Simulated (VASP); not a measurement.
# Be3Se2O (I-4m2) in VASP: further runs

The runs below take Be3Se2O through relaxation of cell and atoms, single point, with PBE, r2SCAN.

Program: VASP 6.6.1. These are calculated values, not measurements. Logs are shortened: lines on timing, memory, paths and dates and some standing lists are left out, and cuts for length are marked.

## Step 1: The structure

The structure is tetragonal, space group I-4m2 (No. 119). Conventional cell: a = 3.400 Å, b = 3.400 Å, c = 13.886 Å, α = 90.00°, β = 90.00°, γ = 90.00°. Be (site symmetry 2mm) has 2 O at 1.85 Å as nearest neighbours. Be (site symmetry -4m2) has 4 Se at 2.17 Å as nearest neighbours. Around Se (site symmetry 2mm) lie 4 Be at 2.17 to 2.19 Å. O (site symmetry -4m2) is surrounded by 4 Be at 1.85 Å.

The cell was built by a generator and needn't be a form met in nature.

## Step 2: Relaxation of cell and atoms, PBE

INCAR

```
SYSTEM = Be3Se2O
ALGO = Normal ; EDIFF = 1E-6
EDIFFG = -0.01 ; ENCUT = 520
GGA = PE ; IBRION = 2
ISIF = 3 ; ISMEAR = 0
KPAR = 4 ; LASPH = .TRUE.
LCHARG = .FALSE. ; LREAL = .FALSE.
LWAVE = .FALSE. ; NELM = 120
NSW = 90 ; PREC = Accurate
SIGMA = 0.03
```

KPOINTS

```
k-points
0
G
  10 10 10
  0 0 0
```

POSCAR

```
Be3Se2O
1.0
   -1.7000000000      1.7000000000      6.9430000000
    1.7000000000     -1.7000000000      6.9430000000
    1.7000000000      1.7000000000     -6.9430000000
Be Se O
3 2 1
Direct
    0.9470689900      0.4470689900      0.5000000000
    0.5529310100      0.0529310100      0.5000000000
    0.2500000000      0.7500000000      0.5000000000
    0.6528878000      0.6528878000      0.0000000000
    0.3471122000      0.3471122000      0.0000000000
    0.0000000000      0.0000000000      0.0000000000
```

Potentials or basis: VASP PAW PBE potentials, release 64 (Be, Se, O).

Command:

```console
cat potpaw_PBE.64/Be/POTCAR potpaw_PBE.64/Se/POTCAR potpaw_PBE.64/O/POTCAR > POTCAR
mpirun -np 4 vasp_std > vasp.out
```

OUTCAR:

```text
SYSTEM = Be3Se2O
   EDIFF = 1E-6
   EDIFFG = -0.01
   ENCUT = 520
   GGA = PE
   IBRION = 2
   ISIF = 3
   ISMEAR = 0
   LASPH = .TRUE.
   LREAL = .FALSE.
   NELM = 120
   NSW = 90
   PREC = Accurate

 ion  position               nearest neighbor table
   1  0.947  0.447  0.500-   6 1.85   6 1.85   5 2.19   5 2.19
   2  0.553  0.053  0.500-   6 1.85   6 1.85   4 2.19   4 2.19
   3  0.250  0.750  0.500-   5 2.17   4 2.17   5 2.17   4 2.17
   4  0.653  0.653  0.000-   3 2.17   3 2.17   2 2.19   2 2.19
   5  0.347  0.347  0.000-   3 2.17   3 2.17   1 2.19   1 2.19
   6  0.000  0.000  0.000-   2 1.85   1 1.85   2 1.85   1 1.85

  LATTYP: Found a body centered tetragonal cell.
 ALAT       =     3.4000000000
 C/A-ratio  =     4.0841176471

  Lattice vectors:

 A1 = (  -1.7000000000,   1.7000000000,   6.9430000000)
 A2 = (   1.7000000000,  -1.7000000000,   6.9430000000)
 A3 = (   1.7000000000,   1.7000000000,  -6.9430000000)

Analysis of symmetry for initial positions (statically):
=====================================================================
 Subroutine PRICEL returns:
 Original cell was already a primitive cell.

 Routine SETGRP: Setting up the symmetry group for a
 body centered tetragonal supercell.

 Subroutine GETGRP returns: Found  8 space group operations
 (whereof  8 operations were pure point group operations)
 out of a pool of 16 trial point group operations.

The static configuration has the point symmetry D_2d.

Analysis of symmetry for dynamics (positions and initial velocities):
=====================================================================
 Subroutine PRICEL returns:
 Original cell was already a primitive cell.

 Routine SETGRP: Setting up the symmetry group for a
 body centered tetragonal supercell.

 Subroutine GETGRP returns: Found  8 space group operations
 (whereof  8 operations were pure point group operations)
 out of a pool of 16 trial point group operations.

The dynamic configuration has the point symmetry D_2d.

 Subroutine INISYM returns: Found  8 space group operations
 (whereof  8 operations are pure point group operations),
 and found     1 'primitive' translations

----------------------------------------------------------------------------------------

                                     Primitive cell

  volume of cell :      80.2611

  direct lattice vectors                    reciprocal lattice vectors
    -1.700000000  1.700000000  6.943000000     0.000000000  0.294117647  0.072014979
     1.700000000 -1.700000000  6.943000000     0.294117647  0.000000000  0.072014979
     1.700000000  1.700000000 -6.943000000     0.294117647  0.294117647  0.000000000

  length of vectors
     7.347465481  7.347465481  7.347465481     0.302805792  0.302805792  0.415945165

  position of ions in fractional coordinates (direct lattice)
     0.947068990  0.447068990  0.500000000
     0.552931010  0.052931010  0.500000000
     0.250000000  0.750000000  0.500000000
     0.652887800  0.652887800  0.000000000
     0.347112200  0.347112200  0.000000000
     0.000000000  0.000000000  0.000000000

  ion indices of the primitive-cell ions
   primitive index   ion index
                 1           1
                 2           2
                 3           3
                 4           4
                 5           5
                 6           6

----------------------------------------------------------------------------------------

 KPOINTS: k-points

Automatic generation of k-mesh.
 Grid dimensions read from file:
 generate k-points for:   10   10   10

 Generating k-lattice:

  Cartesian coordinates                     Fractional coordinates (reciprocal lattice)
     0.000000000  0.029411765  0.007201498     0.100000000  0.000000000  0.000000000
     0.029411765  0.000000000  0.007201498     0.000000000  0.100000000  0.000000000
     0.029411765  0.029411765  0.000000000     0.000000000  0.000000000  0.100000000

  Length of vectors
     0.030280579  0.030280579  0.041594517

  Shift w.r.t. Gamma in fractional coordinates (k-lattice)
     0.000000000  0.000000000  0.000000000

 Subroutine IBZKPT returns following result:
 ===========================================

 Found    102 irreducible k-points:

 Following reciprocal coordinates:
            Coordinates               Weight
  0.000000  0.000000  0.000000      1.000000
  0.100000  0.000000 -0.000000      8.000000
  0.200000  0.000000 -0.000000      8.000000
  0.300000  0.000000  0.000000      8.000000
  0.400000  0.000000  0.000000      8.000000
  0.500000  0.000000  0.000000      4.000000
[... 16 lines left out ...]
  0.300000  0.300000 -0.000000      8.000000
  0.400000  0.300000 -0.000000     16.000000
 [... further k-points ...]
   k-points           NKPTS =    102   k-points in BZ     NKDIM =    102   number of bands    NBANDS=     16
   number of dos      NEDOS =    301   number of ions     NIONS =      6
   total plane-waves  NPLWV = 175616
   dimension x,y,z NGX =    56 NGY =   56 NGZ =   56
   dimension x,y,z NGXF=   112 NGYF=  112 NGZF=  112
   ions per type =               3   2   1
   NGX,Y,Z   is equivalent  to a cutoff of  12.67, 12.67, 12.67 a.u.
   NGXF,Y,Z  is equivalent  to a cutoff of  25.34, 25.34, 25.34 a.u.
 SYSTEM =  Be3Se2O
   PREC   = accura    normal or accurate (medium, high low for compatibility)
   ISTART =      0    job   : 0-new  1-cont  2-samecut
   ICHARG =      2    charge: 1-file 2-atom 10-const
   ISPIN  =      1    spin polarized calculation?
   LNONCOLLINEAR =      F non collinear calculations
   LSORBIT =      F    spin-orbit coupling
   LASPH  =      T    aspherical Exc in radial PAW
   ENCUT  =  520.0 eV  38.22 Ry    6.18 a.u.  13.66 13.66 13.66*2*pi/ulx,y,z
   NELM   =    120;   NELMIN=  2; NELMDL= -5     # of ELM steps
   EDIFF  = 0.1E-05   stopping-criterion for ELM
   LREAL  =      F    real-space projection
   EDIFFG = -.1E-01   stopping-criterion for IOM
   NSW    =     90    number of steps for IOM
   IBRION =      2    ionic relax: 0-MD 1-quasi-New 2-CG
   NFREE  =      1    steps in history (QN), initial steepest desc. (CG)
   ISIF   =      3    stress and relaxation
   ISYM   =      2    0-nonsym 1-usesym 2-fastsym
   POTIM  = 0.5000    time-step for ionic-motion
   TEBEG  =    0.0;   TEEND  =   0.0 temperature during run
   PSTRESS=    0.0 pullay stress
   NELECT =      24.0000    total number of electrons
   NUPDOWN=      -1.0000    fix difference up-down
   EMIN   =  10.00;   EMAX   =-10.00  energy-range for DOS
   EFERMI =   0.00;   METHOD = LEGACY
   ISMEAR =     0;   SIGMA  =   0.03  broadening in eV -4-tet -1-fermi 0-gaus
   EFERMI_NEDOS =   21; number of points for ismear=-14 and -15
   IALGO  =     38    algorithm
   IMIX   =      4    mixing-type and parameters
     AMIX     =   0.40;   BMIX     =  1.00
     AMIX_MAG =   1.60;   BMIX_MAG =  1.00
  volume/ion in A,a.u.               =      13.38        90.27
  Fermi-wavevector in a.u.,A,eV,Ry     =   1.094738  2.068755 16.305924  1.198452
  Thomas-Fermi vector in A             =   2.231049
   LORBIT       =      0    0 simple, 1 ext, 2 COOP (PROOUT), +10 PAW based schemes
   GGA     = PE    functional components
   LHFCALC =     F    Hartree Fock is set to
   AEXX    =    0.0000 exact exchange contribution
   IVDW    =     0    specifies the selected vdW correction
   LEPSILON=     F    determine dielectric tensor
   LRPA    =     F    only Hartree local field effects (RPA)
 conjugate gradient relaxation of ions
 non-spin polarized calculation
 Gauss-broadening in eV      SIGMA  =   0.03
  energy-cutoff  :      520.00
  volume of cell :       80.26
 maximum number of plane-waves:      2179
   NGX = 27   NGY = 27   NGZ = 27

--------------------------------------- Ionic step        1  -------------------------------------------

 number of electron      23.9999998 magnetization

 Free energy of the ion-electron system (eV)
  ---------------------------------------------------
  ext. energy  EPLUGINS =         0.00000000
  ---------------------------------------------------
  free energy    TOTEN  =       -29.93524298 eV

  energy without entropy =      -29.93524298  energy(sigma->0) =      -29.93524298

------------------------ aborting loop because EDIFF is reached ----------------------------------------

  FORCE on cell =-STRESS in cart. coord.  units (eV):
  Direction    XX          YY          ZZ          XY          YZ          ZX
  --------------------------------------------------------------------------------------
  -------------------------------------------------------------------------------------
  Total       -0.0129205     -0.0129205     -0.0039405      0.0000000      0.0000000      0.0000000
  in kB       -0.2579190     -0.2579190     -0.0786609      0.0000000      0.0000000      0.0000000
  external PRESSURE =      -0.1981663 kB  Pullay stress =       0.0000000 kB

 VOLUME and BASIS-vectors are now :
 -----------------------------------------------------------------------------
  energy-cutoff  :      520.00
  volume of cell :       80.26
      direct lattice vectors                 reciprocal lattice vectors
    -1.700000000  1.700000000  6.943000000     0.000000000  0.294117647  0.072014979
     1.700000000 -1.700000000  6.943000000     0.294117647  0.000000000  0.072014979
     1.700000000  1.700000000 -6.943000000     0.294117647  0.294117647  0.000000000
[... 81 lines left out ...]
 POSITION                                       TOTAL-FORCE (eV/Angst)
 -----------------------------------------------------------------------------------
      0.00000      1.69958      6.21633        -0.000000      0.000000     -0.002889
     -0.00000      1.69958      0.72615        -0.000000      0.000000      0.002889
      1.69958     -0.00000      3.47124         0.000000     -0.000000      0.000000
      0.00000      0.00000      9.06461         0.000000     -0.000000     -0.040511
      0.00000      0.00000      4.82035         0.000000     -0.000000      0.040511
     -0.00000      0.00000      0.00000         0.000000     -0.000000      0.000000
 -----------------------------------------------------------------------------------
    total drift:                               -0.000000      0.000000     -0.000000

  FREE ENERGIE OF THE ION-ELECTRON SYSTEM (eV)
  ---------------------------------------------------
  free  energy   TOTEN  =       -29.9359212663 eV

  energy  without entropy=      -29.9359212663  energy(sigma->0) =      -29.93592127

--------------------------------------- Ionic step        4  -------------------------------------------

 number of electron      23.9999998 magnetization

 Free energy of the ion-electron system (eV)
  ---------------------------------------------------
  ext. energy  EPLUGINS =         0.00000000
  ---------------------------------------------------
  free energy    TOTEN  =       -29.93610291 eV

  energy without entropy =      -29.93610291  energy(sigma->0) =      -29.93610291

 E-fermi :   4.3478     XC(G=0):  -9.9187

 val. band max:        4.1845100520   @ k =   0.0000   0.0000   0.0000
 cond. band min:       6.2039872012   @ k =   0.0000   0.0000   0.0000
 fundamental gap:      2.0194771492
 Fermi energy:         4.3477968175

 k-point     1 :       0.0000    0.0000    0.0000
  band No.  band energies     occupation
      1     -14.2920      2.00000
      2      -9.6031      2.00000
      3      -8.8527      2.00000
      4      -1.1198      2.00000
      5      -0.4999      2.00000
      6      -0.4999      2.00000
[... 8 lines left out ...]
     15       9.2573      0.00000
     16       9.9275      0.00000
[... 419 lines left out ...]
 k-point    24 :       0.4000    0.3000   -0.0000
  band No.  band energies     occupation
      1     -14.0534      2.00000
      2      -8.2531      2.00000
      3      -8.0582      2.00000
      4      -1.7389      2.00000
      5      -1.4426      2.00000
      6      -0.6957      2.00000
[... 8 lines left out ...]
     15       9.5053      0.00000
     16       9.9310      0.00000

 [... further k-points ...]
[... 5 lines left out ...]
  --------------------------------------------------------------------------------------
  -------------------------------------------------------------------------------------
  Total        0.0425357      0.0425357     -0.0336871      0.0000000      0.0000000      0.0000000
  in kB        0.8502936      0.8502936     -0.6734091      0.0000000      0.0000000      0.0000000
  external PRESSURE =       0.3423927 kB  Pullay stress =       0.0000000 kB

 VOLUME and BASIS-vectors are now :
 -----------------------------------------------------------------------------
  energy-cutoff  :      520.00
  volume of cell :       80.15
      direct lattice vectors                 reciprocal lattice vectors
    -1.699669037  1.699669037  6.935961446     0.000000000  0.294174918  0.072088059
     1.699669037 -1.699669037  6.935961446     0.294174918  0.000000000  0.072088059
     1.699669037  1.699669037 -6.935961446     0.294174918  0.294174918  0.000000000

 POSITION                                       TOTAL-FORCE (eV/Angst)
 -----------------------------------------------------------------------------------
      0.00000      1.69967      6.21214        -0.000000      0.000000      0.001154
     -0.00000      1.69967      0.72382        -0.000000      0.000000     -0.001154
      1.69967      0.00000      3.46798        -0.000000      0.000000     -0.000000
      1.69967      1.69967      2.11750         0.000000     -0.000000     -0.007715
      0.00000      0.00000      4.81846         0.000000     -0.000000      0.007715
      3.39934      0.00000      0.00000        -0.000000      0.000000     -0.000000
 -----------------------------------------------------------------------------------
    total drift:                               -0.000000      0.000000     -0.000000

  FREE ENERGIE OF THE ION-ELECTRON SYSTEM (eV)
  ---------------------------------------------------
  free  energy   TOTEN  =       -29.9361029108 eV

  energy  without entropy=      -29.9361029108  energy(sigma->0) =      -29.93610291

 reached required accuracy - stopping structural energy minimisation
```

Wall time 3.1 min (4 MPI ranks of AMD EPYC 9R45 (Zen 5), shared host); peak memory 0.54 GiB.

Results:

```
Free energy                            : -29.9361 eV
Relaxed volume                         : 13.36 Å³/atom
Relaxed cell                           : a = 7.341 Å, b = 7.341 Å, c = 7.341 Å, α = 153.22°, β = 153.22°, γ = 38.23°
Space group after relaxing (to 0.05 Å) : I-4m2 (No. 119)
Energy gained by relaxing              : 0.1 meV/atom
Ionic steps                            : 4
Pressure after relaxing                : 0.0 GPa
Largest force after relaxing           : 0.008 eV/Å
Band gap on the k mesh                 : 2.02 eV, direct
```

Forces on the atoms (eV/Å):
```
Be   0.000  0.000  0.001
Be   0.000  0.000 -0.001
Be   0.000  0.000  0.000
Se   0.000  0.000 -0.008
Se   0.000  0.000  0.008
O    0.000  0.000  0.000
```

The path:
```
step  energy change (eV)  largest force (eV/Å)  pressure (GPa)  volume (Å³)
   1              0.0000                0.0766           -0.02        80.26
   2             -0.0005                0.0431           -0.03        80.24
   3             -0.0007                0.0405           -0.05        80.22
   4             -0.0009                0.0077            0.03        80.15
```

Final structure:
```xyz
6
Lattice="-1.6997 1.6997 6.9360 1.6997 -1.6997 6.9360 1.6997 1.6997 -6.9360" Properties=species:S:1:pos:R:3 pbc="T T T"
Be    0.0000    1.6997    6.2121
Be    0.0000    1.6997    0.7238
Be    1.6997    0.0000    3.4680
Se    1.6997    1.6997    2.1175
Se    0.0000    0.0000    4.8185
O     3.3993    0.0000    0.0000
```

A k mesh can miss the band edges. PBE gaps usually lie below the measured ones, often by a third to a half.

(Part 1 of 2 ends here.)
